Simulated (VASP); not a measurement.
Computed with LDA (Ceperley-Alder, Perdew-Zunger), VASP's LDA PAW potentials (set 64) (plane waves; VASP 6.6.1).

A VASP calculation is set up with these files.

**INCAR**
```
# general
SYSTEM   =  CsPbBr3
PREC     =  Accurate
ENCUT    =  500
LREAL    =  .FALSE.   # projection in real space or not
LASPH    =  .TRUE.   # aspherical one-centre terms

# electronic loop
EDIFF    =  1E-6
NELM     =  100
ALGO     =  Normal   # blocked Davidson
LMAXMIX  =  4   # l cut-off of mixed one-centre charges

# smearing
ISMEAR   =  0
SIGMA    =  0.05   # width (eV)

# ions
IBRION   =  2   # conjugate gradients
NSW      =  40   # most ionic steps
ISIF     =  3   # ions, shape and volume
EDIFFG   =  -0.02   # ionic stop
PSTRESS  =  50   # kbar

# output
LWAVE    =  .FALSE.
LCHARG   =  .FALSE.
```

KPOINTS:
```
Automatic mesh
0
Gamma
4 4 4
0 0 0
```

File POSCAR:
```
CsPbBr3
1
    5.5199244457     0.0000000000    -0.0000000000
    0.0000000000     5.5199244457     0.0000000000
   -0.0000000000    -0.0000000000     5.5199244457
Cs Pb Br
1 1 3
Direct
  0.0000000000   0.0000000000   0.0000000000
  0.5000000000   0.5000000000   0.5000000000
  0.5000000000   0.0000000000   0.5000000000
  0.0000000000   0.5000000000   0.5000000000
  0.5000000000   0.5000000000   0.0000000000
```

POTCAR, in this order: Cs_sv Pb_d Br (LDA.64 set). Program: vasp_std.

The resulting files:

**OSZICAR**
```
       N       E                     dE             d eps       ncg     rms          rms(c)
DAV:   1     0.405700149283E+03    0.40570E+03   -0.19208E+04   520   0.152E+03
DAV:   2     0.269623261216E+02   -0.37874E+03   -0.36843E+03   634   0.341E+02
DAV:   3    -0.161211456261E+02   -0.43083E+02   -0.42846E+02   616   0.126E+02
DAV:   4    -0.177791161052E+02   -0.16580E+01   -0.16545E+01   686   0.304E+01
DAV:   5    -0.178266064670E+02   -0.47490E-01   -0.47461E-01   660   0.438E+00    0.638E+00
DAV:   6    -0.174952751901E+02    0.33133E+00   -0.64445E-01   746   0.829E+00    0.393E+00
DAV:   7    -0.174572554967E+02    0.38020E-01   -0.40932E-01   774   0.433E+00    0.903E-01
DAV:   8    -0.174538990983E+02    0.33564E-02   -0.63035E-02   780   0.233E+00    0.218E-01
DAV:   9    -0.174533159587E+02    0.58314E-03   -0.58355E-03   762   0.721E-01    0.984E-02
DAV:  10    -0.174533054913E+02    0.10467E-04   -0.42999E-04   752   0.150E-01    0.233E-02
DAV:  11    -0.174533107731E+02   -0.52818E-05   -0.89883E-05   796   0.820E-02    0.199E-02
DAV:  12    -0.174533096702E+02    0.11029E-05   -0.74299E-06   678   0.158E-02    0.642E-03
DAV:  13    -0.174533088214E+02    0.84878E-06   -0.23818E-06   472   0.178E-02
   1 F= -.12204523E+02 E0= -.12204523E+02  d E =-.122045E+02
```

**OUTCAR**
```
------------------------ aborting loop because EDIFF is reached ----------------------------------------
  FORCE on cell =-STRESS in cart. coord.  units (eV):
  Direction    XX          YY          ZZ          XY          YZ          ZX
  --------------------------------------------------------------------------------------
  Total        5.2549594      5.2549594      5.2549594     -0.0000000     -0.0000000     -0.0000000
  in kB       50.0588129     50.0588129     50.0588129     -0.0000000     -0.0000000     -0.0000000
  external PRESSURE =       0.0588129 kB  Pullay stress =      50.0000000 kB
  volume of cell :      168.19
      direct lattice vectors                 reciprocal lattice vectors
     5.519924446  0.000000000  0.000000000     0.181161900  0.000000000  0.000000000
     0.000000000  5.519924446  0.000000000     0.000000000  0.181161900  0.000000000
     0.000000000  0.000000000  5.519924446     0.000000000  0.000000000  0.181161900
 POSITION                                       TOTAL-FORCE (eV/Angst)
 -----------------------------------------------------------------------------------
      0.00000      0.00000      0.00000         0.000000      0.000000      0.000000
      2.75996      2.75996      2.75996         0.000000      0.000000      0.000000
      2.75996      0.00000      2.75996         0.000000      0.000000      0.000000
      0.00000      2.75996      2.75996         0.000000      0.000000      0.000000
      2.75996      2.75996      0.00000         0.000000      0.000000      0.000000
 -----------------------------------------------------------------------------------
    total drift:                               -0.000000      0.000000     -0.000000
  FREE ENERGIE OF THE ION-ELECTRON SYSTEM (eV)
  ---------------------------------------------------
  free  energy   TOTEN  =       -17.4533088214 eV

  energy  without entropy=      -17.4533088212  energy(sigma->0) =      -17.45330882
  enthalpy is  TOTEN    =       -12.2045233581 eV   P V=        5.2487854633

 reached required accuracy - stopping structural energy minimisation
```
(Selected blocks of OUTCAR.)

File OUTCAR:
```
 val. band max:        3.6757665639   @ k =   0.5000   0.5000   0.5000

 cond. band min:       4.0773431734   @ k =   0.5000   0.5000   0.5000


 Fermi energy:         3.8732403464

 k-point     1 :       0.0000    0.0000    0.0000
  band No.  band energies     occupation
      1     -18.8003      2.00000
      2     -14.3769      2.00000
      3     -14.3769      2.00000
      4     -13.9248      2.00000
      5     -13.9248      2.00000
      6     -13.9248      2.00000
      7     -13.0831      2.00000
      8     -11.6817      2.00000
      9     -11.6817      2.00000
     10      -5.6749      2.00000
     11      -5.6749      2.00000
     12      -5.6749      2.00000
     13      -4.0871      2.00000
     14      -2.6822      2.00000
     15      -2.6822      2.00000
     16      -2.6822      2.00000
     17      -0.0155      2.00000
     18      -0.0155      2.00000
     19      -0.0155      2.00000
     20       0.2313      2.00000
     21       0.2313      2.00000
     22       0.2313      2.00000
     23       5.2722      0.00000
     24       6.0229      0.00000
     25       6.0229      0.00000
     26       6.9183      0.00000

 k-point     2 :       0.2500    0.0000    0.0000
  band No.  band energies     occupation
      1     -18.7983      2.00000
      2     -14.3765      2.00000
      3     -14.2995      2.00000
      4     -13.9264      2.00000
      5     -13.9264      2.00000
      6     -13.9248      2.00000
      7     -12.9690      2.00000
      8     -11.9569      2.00000
      9     -11.6797      2.00000
     10      -5.6525      2.00000
     11      -5.6525      2.00000
     12      -5.6424      2.00000
     13      -4.9398      2.00000
     14      -2.6423      2.00000
     15      -2.6423      2.00000
     16      -1.3420      2.00000
     17      -0.1381      2.00000
     18      -0.1031      2.00000
     19      -0.1031      2.00000
     20       0.1233      2.00000
     21       0.1233      2.00000
     22       0.3686      2.00000
...
```

Unless said otherwise, spin-orbit coupling is left out, though it shifts the bands of the heavy elements here.

The compound is CsPbBr3 in the cubic perovskite structure, the ideal cubic form; the compound distorts at low or room temperature. It was relaxed first under an external pressure of 5 GPa.
